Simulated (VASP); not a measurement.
Input of a VASP 6.6.1 run:

Contents of INCAR:

```
PREC = Accurate
ENCUT = 600
EDIFF = 1E-6
ISMEAR = 0
SIGMA = 0.02
LREAL = F
LASPH = T
NELM = 120
ALGO = Normal
ISIF = 3
LWAVE = F
LCHARG = F
GGA = PE
IBRION = 2
NSW = 80
EDIFFG = -0.005
KPAR = 2
```

KPOINTS

```
Automatic mesh
0
Gamma
  12 12 12
```

File POSCAR:

```
SiC
1.0
    0.0000000000      2.1769966000      2.1769966000
    2.1769966000      0.0000000000      2.1769966000
    2.1769966000      2.1769966000      0.0000000000
Si C
1 1
Direct
    0.7500000000      0.7500000000      0.7500000000
    0.0000000000      0.0000000000      0.0000000000
```

Potentials or basis: VASP PAW PBE potentials, release 64 (Si, C).

Command:

```sh
$ cat potpaw_PBE.64/Si/POTCAR potpaw_PBE.64/C/POTCAR > POTCAR
$ mpirun -np 2 vasp_std > vasp.out
```

(1) Estimate the relaxed volume.

(2) Predict the relaxed cell.

(3) What does it give for the space group after relaxing (to 0.05 Å)?

(4) Predict the band gap on the k mesh.

Results:

(1) 10.49 Å³/atom.

(2) a = 3.096 Å, b = 3.096 Å, c = 3.096 Å, α = 60.00°, β = 60.00°, γ = 60.00°.

(3) F-43m (No. 216).

(4) 1.37 eV, indirect (least direct gap 4.53 eV).
